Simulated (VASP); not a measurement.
All values below come from SCAN meta-GGA, VASP's PBE PAW potentials (set 64) (plane waves; VASP).

A VASP calculation is set up with these files.

File KPOINTS:
```
Automatic mesh
0
Gamma
9 9 9
0 0 0
```

### POSCAR
```
AgCl
5.519280
  0.0000000000   0.4999999590   0.4999999590
  0.4999999590   0.0000000000   0.4999999590
  0.4999999590   0.4999999590   0.0000000000
Ag Cl
1 1
Cart
  0.4999999590   0.0000000000   0.4999999590
  0.4999999590   0.4999999590   0.4999999590
```

**KPOINTS_OPT**
```
k-points along high-symmetry lines
10
Line-mode
Reciprocal
  0.000000   0.000000   0.000000 ! GAMMA
  0.500000   0.000000   0.500000 ! X

  0.500000   0.000000   0.500000 ! X
  0.625000   0.250000   0.625000 ! U

  0.375000   0.375000   0.750000 ! K
  0.000000   0.000000   0.000000 ! GAMMA

  0.000000   0.000000   0.000000 ! GAMMA
  0.500000   0.500000   0.500000 ! L

  0.500000   0.500000   0.500000 ! L
  0.500000   0.250000   0.750000 ! W

  0.500000   0.250000   0.750000 ! W
  0.500000   0.000000   0.500000 ! X
```

INCAR:
```
SYSTEM = AgCl
PREC = Accurate
ENCUT = 520
EDIFF = 1E-7
NELM = 100
ALGO = Normal
LREAL = .FALSE.
LASPH = .TRUE.
ISMEAR = -5
METAGGA = SCAN
LMIXTAU = .TRUE.
LMAXMIX = 4
LWAVE = .FALSE.
LCHARG = .FALSE.
LORBIT = 11
NEDOS = 601
ISIF = 2
```

POTCAR, in this order: Ag Cl (PBE.64 set). Program: vasp_std.

What VASP printed:

OUTCAR:
```
 ion  position               nearest neighbor table
   1  0.000  0.000  0.000-   2 2.76   2 2.76   2 2.76   2 2.76   2 2.76   2 2.76
   2  0.500  0.500  0.500-   1 2.76   1 2.76   1 2.76   1 2.76   1 2.76   1 2.76
  LATTYP: Found a face centered cubic cell.
 ALAT       =     5.5192795472
 Subroutine PRICEL returns:
 Original cell was already a primitive cell.
 Subroutine GETGRP returns: Found 48 space group operations
The static configuration has the point symmetry O_h .
The dynamic configuration has the point symmetry O_h .
 Subroutine INISYM returns: Found 48 space group operations
 Subroutine IBZKPT returns following result:
 Found     35 irreducible k-points:

 Following reciprocal coordinates:
            Coordinates               Weight
  0.000000  0.000000  0.000000      1.000000
  0.111111  0.000000  0.000000      8.000000
  0.222222  0.000000  0.000000      8.000000
  0.333333  0.000000  0.000000      8.000000
  0.444444  0.000000  0.000000      8.000000
  0.111111  0.111111  0.000000      6.000000
  0.222222  0.111111  0.000000     24.000000
  0.333333  0.111111  0.000000     24.000000
  0.444444  0.111111  0.000000     24.000000
 -0.444444  0.111111  0.000000     24.000000
 -0.333333  0.111111  0.000000     24.000000
 -0.222222  0.111111  0.000000     24.000000
 -0.111111  0.111111  0.000000     12.000000
  0.222222  0.222222  0.000000      6.000000
  0.333333  0.222222  0.000000     24.000000
  0.444444  0.222222  0.000000     24.000000
 -0.444444  0.222222  0.000000     24.000000
 -0.333333  0.222222  0.000000     24.000000
 -0.222222  0.222222  0.000000     12.000000
  0.333333  0.333333  0.000000      6.000000
  0.444444  0.333333  0.000000     24.000000
 -0.444444  0.333333  0.000000     24.000000
 -0.333333  0.333333  0.000000     12.000000
  0.444444  0.444444  0.000000      6.000000
...
```

File OSZICAR:
```
       N       E                     dE             d eps       ncg     rms          rms(c)
DAV:   1     0.630028681314E+02    0.63003E+02   -0.89449E+03   934   0.127E+03
DAV:   2    -0.414687355820E+02   -0.10447E+03   -0.98633E+02  1060   0.257E+02
DAV:   3    -0.457468363672E+02   -0.42781E+01   -0.42634E+01  1065   0.563E+01
DAV:   4    -0.457812301196E+02   -0.34394E-01   -0.34388E-01  1020   0.557E+00
DAV:   5    -0.457817149334E+02   -0.48481E-03   -0.48481E-03  1090   0.669E-01    0.737E+00
DAV:   6    -0.399695332204E+02    0.58122E+01   -0.67358E+00   910   0.321E+01    0.751E+00
DAV:   7    -0.404513839589E+02   -0.48185E+00   -0.48936E-01   910   0.105E+01    0.413E+00
DAV:   8    -0.404108998627E+02    0.40484E-01   -0.17082E-01   910   0.497E+00    0.154E+00
DAV:   9    -0.403993894017E+02    0.11510E-01   -0.60218E-02   930   0.304E+00    0.553E-01
DAV:  10    -0.404279553531E+02   -0.28566E-01   -0.25701E-02   915   0.212E+00    0.247E-01
DAV:  11    -0.404304892267E+02   -0.25339E-02   -0.82757E-03   910   0.114E+00    0.151E-01
DAV:  12    -0.404300357390E+02    0.45349E-03   -0.77413E-04   925   0.397E-01    0.748E-02
DAV:  13    -0.404302612706E+02   -0.22553E-03   -0.21101E-04   990   0.222E-01    0.188E-02
DAV:  14    -0.404302395485E+02    0.21722E-04   -0.33736E-05   930   0.649E-02    0.159E-02
DAV:  15    -0.404303247871E+02   -0.85239E-04   -0.23966E-05   915   0.671E-02    0.133E-02
DAV:  16    -0.404303087849E+02    0.16002E-04   -0.76867E-06   965   0.411E-02    0.251E-03
DAV:  17    -0.404303067765E+02    0.20084E-05   -0.53530E-07   972   0.777E-03    0.171E-03
DAV:  18    -0.404303061353E+02    0.64117E-06   -0.39831E-08   490   0.199E-03    0.121E-03
DAV:  19    -0.404303050427E+02    0.10926E-05   -0.30702E-08   480   0.262E-03    0.149E-03
DAV:  20    -0.404303042634E+02    0.77923E-06   -0.18073E-08   470   0.189E-03    0.718E-04
DAV:  21    -0.404303041377E+02    0.12572E-06   -0.50915E-09   470   0.717E-04    0.230E-04
DAV:  22    -0.404303041266E+02    0.11123E-07   -0.10343E-09   470   0.386E-04
   1 F= -.40430304E+02 E0= -.40430304E+02  d E =0.000000E+00
       N       E                     dE             ncg
       N       E                     dE             ncg
```

**OUTCAR**
```
------------------------ aborting loop because EDIFF is reached ----------------------------------------
  FORCE on cell =-STRESS in cart. coord.  units (eV):
  Direction    XX          YY          ZZ          XY          YZ          ZX
  --------------------------------------------------------------------------------------
  Total        0.0039537      0.0039537      0.0039537      0.0000000      0.0000000     -0.0000000
  in kB        0.1507034      0.1507034      0.1507034      0.0000000      0.0000000     -0.0000000
  external PRESSURE =       0.1507034 kB  Pullay stress =       0.0000000 kB
  volume of cell :       42.03
      direct lattice vectors                 reciprocal lattice vectors
     0.000000000  2.759639774  2.759639774    -0.181183068  0.181183068  0.181183068
     2.759639774  0.000000000  2.759639774     0.181183068 -0.181183068  0.181183068
     2.759639774  2.759639774  0.000000000     0.181183068  0.181183068 -0.181183068
  FREE ENERGIE OF THE ION-ELECTRON SYSTEM (eV)
  ---------------------------------------------------
  free  energy   TOTEN  =       -40.4303041266 eV

  energy  without entropy=      -40.4303041266  energy(sigma->0) =      -40.43030413

 total charge

# of ion       s       p       d       tot
------------------------------------------
    1        0.209   0.139   9.388   9.736
    2        1.604   3.511   0.000   5.116
--------------------------------------------------
tot          1.814   3.650   9.388  14.852
```
(Selected blocks of OUTCAR.)

The compound is AgCl in the rock salt structure. It was relaxed first.
